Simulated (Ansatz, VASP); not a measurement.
**KRu3 in VASP and in Ansatz**

The input INCAR:

```
SYSTEM = KRu3
PREC = Accurate
ENCUT = 520
EDIFF = 1E-6
ISMEAR = 0
SIGMA = 0.1
LREAL = .False.
LASPH = .True.
NELM = 100
ALGO = Normal
ISIF = 2
LWAVE = .False.
LCHARG = .False.
GGA = PE
NBANDS = 34
```

File KPOINTS:

```
regular mesh
0
Gamma
  4 4 4
  0 0 0
```

Contents of POSCAR:

```
KRu3
1.0
    0.0000000000      3.7547799700      3.7547799700
    3.7547799700      0.0000000000      3.7547799700
    3.7547799700      3.7547799700      0.0000000000
K Ru
1 3
Direct
    0.0000000000      0.0000000000      0.0000000000
    0.7500000000      0.7500000000      0.7500000000
    0.5000000000      0.5000000000      0.5000000000
    0.2500000000      0.2500000000      0.2500000000
```

Input for Ansatz:

```yaml
crystal:
  lattice:
    - [0.0, 3.75477997, 3.75477997]
    - [3.75477997, 0.0, 3.75477997]
    - [3.75477997, 3.75477997, 0.0]
  atoms:
    - { symbol: K, position: [0.0, 0.0, 0.0] }
    - { symbol: Ru, position: [0.75, 0.75, 0.75] }
    - { symbol: Ru, position: [0.5, 0.5, 0.5] }
    - { symbol: Ru, position: [0.25, 0.25, 0.25] }
basis:
  ecutwfc: 420
kpoints:
  mp_grid: { grid: [4, 4, 4] }
hamiltonian:
  xc: pbe
scf:
  occupations: { method: gaussian, width: 0.1 }
  lower_state_search: "off"
output:
  forces: true
  stress: true
  eigenvalues: true
```

Alike in both runs: task single point; functional PBE; k mesh 4 × 4 × 4; occupations gaussian, width 0.1 eV; no spin polarisation.

```csv
,VASP,Ansatz
version,VASP 6.6.1,Ansatz 0.2.0
potentials or method,"VASP PAW PBE potentials, release 64 (K_sv, Ru_pv)","scalar-relativistic, plane waves, PAW"
plane-wave cutoff (eV),520,420
valence electrons in the cell,51,57
```

```tsv
	VASP	Ansatz	Ansatz less VASP
gap on the k mesh at the Fermi level (eV)	none	none	-
pressure (GPa)	-19.6	-19.6	-0.04
```

A gap of «none» marks a metal or a gap that the smearing closes. The two sets of potentials don't hold the same shells in valence.

Caveats: the k mesh is coarse (spacing up to 0.36 Å⁻¹), so the values aren't converged; so large a pressure means that the cell lies far from this level's equilibrium, or that cutoff or potentials fall short (VASP).
